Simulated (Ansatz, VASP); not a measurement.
# TaN in two plane-wave programs, part 2 of 2

One calculation is typed for both programs; each brings its own data sets. How far apart do they land? The cell is taken from a series of runs on this material, whose earlier steps may have relaxed, scaled, displaced or heated it; both programs get it as it stands.

VASP 6.6.1 and Ansatz 0.2.0.

So far: Starting point; Ansatz: zone-centre phonons, LDA.

## (3) VASP: zone-centre phonons, LDA

Level of this step: LDA; plane waves and PAW (N, Ta_pv) (VASP).

The same cell, functional (in two slightly different forms), mesh and smearing now go to VASP, with its own data sets.

Lines of VASP's logs that name or quote its potential files are left out, and so is its time.

INCAR

```
SYSTEM = TaN
PREC = Accurate
ENCUT = 600
EDIFF = 1E-08
NELM = 120
ISMEAR = 1
SIGMA = 0.2
LREAL = .FALSE.
ALGO = Normal
GGA = PW92
NBANDS = 14
LASPH = .TRUE.
LORBIT = 11
LWAVE = .FALSE.
LCHARG = .FALSE.
ISIF = 2
IBRION = 8
GGA_COMPAT = .FALSE.
KPAR = 2
```

POSCAR

```
TaN
1.0
    2.8431740938      0.0000000000      0.0000000000
   -1.4215870469      2.4622609926      0.0000000000
    0.0000000000      0.0000000000      2.8013485497
N Ta
1 1
Direct
    0.6666666667      0.3333333333      0.0000000000
    0.0000000000      1.0000000000      0.5000000000
```

KPOINTS

```
Automatic mesh
0
Gamma
18 18 16
0 0 0
```

PAW data sets: N and Ta_pv (LDA family, release 64).

Run with:

```
mpirun -np 2 vasp_std
```

Numbers of over 12 decimals in the logs are rounded to 6 here.

What it wrote:

```text
[banner, memory and clock lines left out]
running    2 mpi-ranks, on    1 nodes
 distrk:  each k-point on    1 cores,    2 groups
 distr:  one band on    1 cores,    1 groups

 POSCAR found type information on POSCAR N Ta
 POSCAR found :  2 types and       2 ions
|                                                                             |
|               ----> ADVICE to this user running VASP <----                  |
|                                                                             |
|     You enforced a specific xc type in the INCAR file but a different       |
|     [... a line on the potential file left out ...]
|     I HOPE YOU KNOW WHAT YOU ARE DOING!                                     |
|                                                                             |

 LDA part: xc-table for (Slater(with rela. corr.)+PW92), standard interpolation
 POSCAR, INCAR and KPOINTS ok, starting setup
 FFT: planning ... GRIDC
 FFT: planning ... GRID_SOFT
 FFT: planning ... GRID
 WAVECAR not read
 entering main loop
       N       E                     dE             d eps       ncg     rms          rms(c)
DAV:   1     0.100116200551E+03    0.10012E+03   -0.99086E+03  9340   0.135E+03
DAV:   2    -0.239161526794E+02   -0.12403E+03   -0.11765E+03 11322   0.337E+02
DAV:   3    -0.271144271021E+02   -0.31983E+01   -0.31817E+01 10644   0.508E+01
DAV:   4    -0.271282843312E+02   -0.13857E-01   -0.13855E-01 11346   0.366E+00
DAV:   5    -0.271283779661E+02   -0.93635E-04   -0.93633E-04 11058   0.278E-01    0.282E+01
DAV:   6    -0.247179524515E+02    0.24104E+01   -0.43984E+00 10542   0.253E+01    0.122E+01
DAV:   7    -0.246437519878E+02    0.74200E-01   -0.46260E-01 12108   0.570E+00    0.808E+00
DAV:   8    -0.246143652418E+02    0.29387E-01   -0.12859E-01 12018   0.297E+00    0.152E+00
DAV:   9    -0.246081817812E+02    0.61835E-02   -0.12708E-02 10494   0.926E-01    0.165E-01
DAV:  10    -0.246080720241E+02    0.10976E-03   -0.84799E-04 11238   0.333E-01    0.106E-01
DAV:  11    -0.246080262013E+02    0.45823E-04   -0.87175E-05 10740   0.891E-02    0.104E-02
DAV:  12    -0.246080265241E+02   -0.32275E-06   -0.50054E-06 10878   0.210E-02    0.261E-03
DAV:  13    -0.246080264795E+02    0.44546E-07   -0.14998E-07 11826   0.357E-03    0.212E-03
DAV:  14    -0.246080264715E+02    0.80470E-08   -0.16440E-08  8612   0.132E-03
   1 F= -.24608026E+02 E0= -.24608305E+02  d E =0.834478E-03
 Linear response reoptimize wavefunctions to high precision
DAV:   1    -0.246080264713E+02    0.16371E-09   -0.84091E-10  7800   0.312E-04
DAV:   2    -0.246080264713E+02   -0.27285E-11   -0.76398E-11  5484   0.943E-05
 Linear response DOF=           4
 Linear response progress:
  Degree of freedom:   1/  4
       N       E                     dE             d eps       ncg     rms          rms(c)
RMM:   1    -0.231005730348E+00   -0.23101E+00    0.11688E-01 92947   0.294E+00
RMM:   2    -0.225241049226E+00    0.57647E-02   -0.38506E-03 70699   0.494E-01    0.207E-01
RMM:   3    -0.226121307489E+00   -0.88026E-03   -0.78774E-04 67263   0.189E-01    0.113E-01
RMM:   4    -0.227498891044E+00   -0.13776E-02   -0.42347E-04 67471   0.131E-01    0.302E-02
RMM:   5    -0.227574466261E+00   -0.75575E-04   -0.12171E-05 75709   0.273E-02    0.322E-03
RMM:   6    -0.227582910710E+00   -0.84444E-05   -0.10643E-06 74552   0.604E-03    0.689E-04
RMM:   7    -0.227574469203E+00    0.84415E-05   -0.44784E-08 77223   0.168E-03    0.293E-04
RMM:   8    -0.227575446838E+00   -0.97764E-06   -0.25027E-08 77553   0.468E-04    0.716E-05
RMM:   9    -0.227574967080E+00    0.47976E-06   -0.34717E-10 74736   0.161E-04    0.796E-06
RMM:  10    -0.227574858956E+00    0.10812E-06    0.27071E-09 80399   0.457E-05    0.424E-06
RMM:  11    -0.227574908633E+00   -0.49677E-07   -0.37716E-09 76351   0.132E-05    0.109E-06
RMM:  12    -0.227574918234E+00   -0.96010E-08    0.42420E-09 63450   0.410E-06    0.366E-07
 first order change of Fermi-energy   0.72983E-06
 force on displaced ion       1 direction 1 : -17.181   0.001   0.000
 Linear response progress:
  Degree of freedom:   2/  4
       N       E                     dE             d eps       ncg     rms          rms(c)
RMM:   1    -0.236025064114E+00   -0.23603E+00    0.15862E-01 31511   0.305E+00
RMM:   2    -0.230750838419E+00    0.52742E-02   -0.43982E-03 25241   0.520E-01    0.174E-01
RMM:   3    -0.231567781304E+00   -0.81694E-03   -0.11875E-03 23948   0.213E-01    0.873E-02
RMM:   4    -0.232968037639E+00   -0.14003E-02   -0.54754E-04 24396   0.142E-01    0.229E-02
RMM:   5    -0.233109725112E+00   -0.14169E-03   -0.17762E-05 26002   0.354E-02    0.467E-03
RMM:   6    -0.233124531850E+00   -0.14807E-04   -0.10918E-06 26299   0.876E-03    0.894E-04
RMM:   7    -0.233113228419E+00    0.11303E-04   -0.83451E-08 25173   0.228E-03    0.287E-04
RMM:   8    -0.233114870563E+00   -0.16421E-05   -0.49038E-09 27550   0.676E-04    0.730E-05
RMM:   9    -0.233115289939E+00   -0.41938E-06    0.16921E-09 26406   0.191E-04    0.165E-05
RMM:  10    -0.233115166008E+00    0.12393E-06   -0.47250E-09 28395   0.566E-05    0.403E-06
RMM:  11    -0.233115199912E+00   -0.33903E-07    0.33023E-09 26486   0.169E-05    0.842E-07
RMM:  12    -0.233115208287E+00   -0.83750E-08   -0.19064E-09 24914   0.557E-06    0.418E-07
 first order change of Fermi-energy   0.25518E-03
 force on displaced ion       1 direction 3 :  -0.000   0.000 -20.209
 Linear response progress:
  Degree of freedom:   3/  4
       N       E                     dE             d eps       ncg     rms          rms(c)
RMM:   1    -0.127637860322E+00   -0.12764E+00    0.11501E+01 42177   0.243E+01
RMM:   2    -0.156632678374E+00   -0.28995E-01   -0.24744E-02 63795   0.145E+00    0.197E-01
RMM:   3    -0.155391089666E+00    0.12416E-02   -0.28650E-03 74257   0.362E-01    0.112E-01
RMM:   4    -0.154612941233E+00    0.77815E-03   -0.42134E-04 81680   0.120E-01    0.432E-02
RMM:   5    -0.154318971773E+00    0.29397E-03   -0.77725E-05 81629   0.327E-02    0.759E-03
RMM:   6    -0.154319294904E+00   -0.32313E-06    0.37781E-06 75789   0.129E-02    0.128E-03
RMM:   7    -0.154318804506E+00    0.49040E-06    0.22038E-06 83302   0.389E-03    0.374E-04
RMM:   8    -0.154321897271E+00   -0.30928E-05    0.12629E-06 90802   0.142E-03    0.155E-04
RMM:   9    -0.154322946683E+00   -0.10494E-05    0.51906E-07 77963   0.562E-04    0.297E-05
RMM:  10    -0.154323324553E+00   -0.37787E-06    0.40551E-07 86002   0.246E-04    0.122E-05
RMM:  11    -0.154323377208E+00   -0.52655E-07    0.16066E-07 86223   0.994E-05    0.383E-06
RMM:  12    -0.154323400148E+00   -0.22940E-07    0.13238E-07 86107   0.514E-05    0.186E-06
RMM:  13    -0.154323439391E+00   -0.39242E-07    0.80312E-08 78669   0.299E-05    0.531E-07
RMM:  14    -0.154323443383E+00   -0.39928E-08    0.52395E-08 67074   0.159E-05    0.649E-07
 first order change of Fermi-energy  -0.17454E-04
 force on displaced ion       2 direction 1 : -17.179   0.001   0.000
 Linear response progress:
  Degree of freedom:   4/  4
       N       E                     dE             d eps       ncg     rms          rms(c)
RMM:   1    -0.147532520130E+00   -0.14753E+00    0.10016E+01 14985   0.236E+01
RMM:   2    -0.176350996823E+00   -0.28818E-01   -0.27135E-02 21996   0.146E+00    0.144E-01
RMM:   3    -0.175805109045E+00    0.54589E-03   -0.20027E-03 25978   0.308E-01    0.764E-02
RMM:   4    -0.175395627556E+00    0.40948E-03   -0.18466E-04 27038   0.981E-02    0.227E-02
RMM:   5    -0.175294423677E+00    0.10120E-03   -0.21744E-05 28302   0.266E-02    0.695E-03
RMM:   6    -0.175270850016E+00    0.23574E-04   -0.46800E-06 26285   0.100E-02    0.600E-04
RMM:   7    -0.175272923490E+00   -0.20735E-05   -0.28347E-06 29065   0.292E-03    0.284E-04
RMM:   8    -0.175275859579E+00   -0.29361E-05   -0.12680E-06 28568   0.115E-03    0.399E-05
RMM:   9    -0.175276196410E+00   -0.33683E-06   -0.84014E-07 30319   0.411E-04    0.260E-05
RMM:  10    -0.175276593471E+00   -0.39706E-06   -0.42951E-07 27021   0.221E-04    0.601E-06
RMM:  11    -0.175276589483E+00    0.39882E-08   -0.26642E-07 30074   0.106E-04    0.352E-06
RMM:  12    -0.175276629327E+00   -0.39844E-07   -0.12938E-07 27940   0.600E-05    0.307E-06
RMM:  13    -0.175276646241E+00   -0.16914E-07   -0.87448E-08 27853   0.339E-05    0.303E-06
RMM:  14    -0.175276764453E+00   -0.11821E-06   -0.42426E-08 25583   0.342E-05    0.448E-06
RMM:  15    -0.175276710301E+00    0.54153E-07   -0.27384E-08 25263   0.185E-05    0.425E-07
RMM:  16    -0.175276696241E+00    0.14060E-07   -0.16374E-08 24468   0.937E-06    0.860E-07
RMM:  17    -0.175276703501E+00   -0.72608E-08   -0.10675E-08 15982   0.515E-06    0.568E-07
 first order change of Fermi-energy  -0.14507E-02
 force on displaced ion       2 direction 3 :   0.000   0.000 -20.217
 Linear response finished
```

From OUTCAR (step 3):

```text
ion  position               nearest neighbor table
   1  0.667  0.333  0.000-   2 2.16   2 2.16   2 2.16   2 2.16   2 2.16   2 2.16
   2  0.000  0.000  0.500-   1 2.16   1 2.16   1 2.16   1 2.16   1 2.16   1 2.16

  LATTYP: Found a hexagonal cell.
 ALAT       =     2.8431740938
 C/A-ratio  =     0.9852891372

 Subroutine GETGRP returns: Found 12 space group operations
 (whereof 12 operations were pure point group operations)

The static configuration has the point symmetry D_3h.

 Found    333 irreducible k-points:

   k-points           NKPTS =    333   k-points in BZ     NKDIM =    333   number of bands    NBANDS=     14

   dimension x,y,z NGX =    24 NGY =   24 NGZ =   24
   dimension x,y,z NGXF=    48 NGYF=   48 NGZF=   48

   ENCUT  =  600.0 eV  44.10 Ry    6.64 a.u.   5.68  5.68  5.59*2*pi/ulx,y,z

   NELECT =      16.0000    total number of electrons

 k-points in reciprocal lattice and weights: Automatic mesh
   0.00000000  0.00000000  0.00000000       0.000
   0.05555556 -0.00000000  0.00000000       0.001
   0.11111111 -0.00000000  0.00000000       0.001
   0.16666667 -0.00000000  0.00000000       0.001
   0.22222222 -0.00000000  0.00000000       0.001
   0.27777778  0.00000000  0.00000000       0.001
   0.33333333 -0.00000000  0.00000000       0.001
   0.38888889  0.00000000  0.00000000       0.001
   0.44444444 -0.00000000  0.00000000       0.001
[...]
0.33333333  0.27777778  0.50000000       0.002
   0.33333333  0.33333333  0.50000000       0.000

 average (electrostatic) potential at core
       1 -60.4647       2 -34.1104

  Total        3.5307600      3.5307600      3.5586252      0.0000000      0.0000000      0.0000000
  in kB      288.4523622    288.4523622    290.7288614      0.0000000      0.0000000      0.0000000
  external PRESSURE =     289.2111952 kB  Pullay stress =       0.0000000 kB

  energy-cutoff  :      600.00
  volume of cell :       19.61
      direct lattice vectors                 reciprocal lattice vectors
     2.843174094  0.000000000  0.000000000     0.351719581  0.203065395  0.000000000
    -1.421587047  2.462260993  0.000000000     0.000000000  0.406130789  0.000000000
     0.000000000  0.000000000  2.801348550     0.000000000  0.000000000  0.356970931

 POSITION                                       TOTAL-FORCE (eV/Angst)
 -----------------------------------------------------------------------------------
      1.42159      0.82075      0.00000         0.000000      0.000000      0.000000
      0.00000      0.00000      1.40067         0.000000      0.000000      0.000000
 -----------------------------------------------------------------------------------
    total drift:                               -0.000000      0.000000      0.000000

 Eigenvectors and eigenvalues of the dynamical matrix
 ----------------------------------------------------

   1 f  =   19.495413 THz   122.493294 2PiTHz  650.296986 cm-1    80.626514 meV
             X         Y         Z           dx          dy          dz
      1.421587  0.820754  0.000000     0.000000   -0.000000   -0.963407
      0.000000  0.000000  1.400674     0.000000   -0.000000    0.268041

   2 f  =   17.975184 THz   112.941411 2PiTHz  599.587595 cm-1    74.339354 meV
             X         Y         Z           dx          dy          dz
      1.421587  0.820754  0.000000    -0.963424    0.000000    0.000000
      0.000000  0.000000  1.400674     0.267981    0.000000    0.000000

   3 f  =   17.975184 THz   112.941411 2PiTHz  599.587595 cm-1    74.339354 meV
             X         Y         Z           dx          dy          dz
      1.421587  0.820754  0.000000     0.000000    0.963424   -0.000000
      0.000000  0.000000  1.400674     0.000000   -0.267981    0.000000

   4 f/i=    0.000178 THz     0.001121 2PiTHz    0.005951 cm-1     0.000738 meV
             X         Y         Z           dx          dy          dz
      1.421587  0.820754  0.000000     0.000000    0.267981    0.000000
      0.000000  0.000000  1.400674     0.000000    0.963424    0.000000

   5 f/i=    0.000178 THz     0.001121 2PiTHz    0.005951 cm-1     0.000738 meV
             X         Y         Z           dx          dy          dz
      1.421587  0.820754  0.000000    -0.267981    0.000000    0.000000
      0.000000  0.000000  1.400674    -0.963424    0.000000    0.000000

   6 f/i=    0.001032 THz     0.006484 2PiTHz    0.034423 cm-1     0.004268 meV
             X         Y         Z           dx          dy          dz
      1.421587  0.820754  0.000000     0.000000   -0.000000    0.268041
      0.000000  0.000000  1.400674     0.000000   -0.000000    0.963407

 ELASTIC MODULI CONTR FROM IONIC RELAXATION (kBar)
 Direction    XX          YY          ZZ          XY          YZ          ZX
 --------------------------------------------------------------------------------
 XX        -125.5716    125.5716      0.0000     -0.0000      0.0000      0.0000
 YY         125.5716   -125.5716      0.0000      0.0000      0.0000      0.0000
 ZZ           0.0000      0.0000      0.0000      0.0000      0.0000      0.0000
 XY          -0.0000      0.0000      0.0000   -125.5716      0.0000      0.0000
 YZ           0.0000      0.0000      0.0000      0.0000      0.0000      0.0000
 ZX           0.0000      0.0000      0.0000      0.0000      0.0000      0.0000
 --------------------------------------------------------------------------------
```

## (4) Comparison

Known differences besides the potentials themselves: the data sets hold 18 valence electrons in Ansatz (on its PAW soft_1 files) and 16 in VASP; the cutoff is 420 eV in Ansatz and 600 eV in VASP; VASP's log shows a relativistic correction to its local exchange, Ansatz's none. Total energies have different zeros and are not compared.

The two programs side by side:

```
                  quantity  Ansatz   VASP  difference
optical mode 1 to 2 (cm⁻¹)   596.8  599.6     -0.46 %
     optical mode 3 (cm⁻¹)   646.7  650.3     -0.56 %
```

Modes are paired by rising frequency, not by their patterns, so a pair may set unlike modes beside each other; they are those without the splitting of longitudinal modes.

## (5) Results

```
r.m.s. difference of the optical zone-centre modes, each program's sorted by frequency (zone-centre phonons, LDA) : 3.1 cm⁻¹
difference in optical mode 3 (zone-centre phonons, LDA)                                                           : -0.6 %
```

In words: The r.m.s. difference of the optical zone-centre modes, each program's sorted by frequency is 3.1 cm⁻¹ (zone-centre phonons, LDA). The data sets hold unlike numbers of valence electrons (18 in Ansatz and 16 in VASP), so part of the differences comes from the potentials. Among the rows given in per cent, the largest difference of the zone-centre phonons, LDA pair is in optical mode 3, -0.6 %. Such differences can come from data sets, numerical settings and the points named under the comparisons, not from the functional's error against experiment.

[Lines on the potential files, build, host, timing and source positions are cut from VASP's logs without a mark.]

[Logs are printed without paths, hosts, clocks, repeated set-up lines and the standing remarks that a program may print on its own settings, such as how far it seeks lower states.]

[Hosts, paths, dates, database ids (printed as entryN), source tags and the programs' standing remarks are cut or masked in the printed files.]
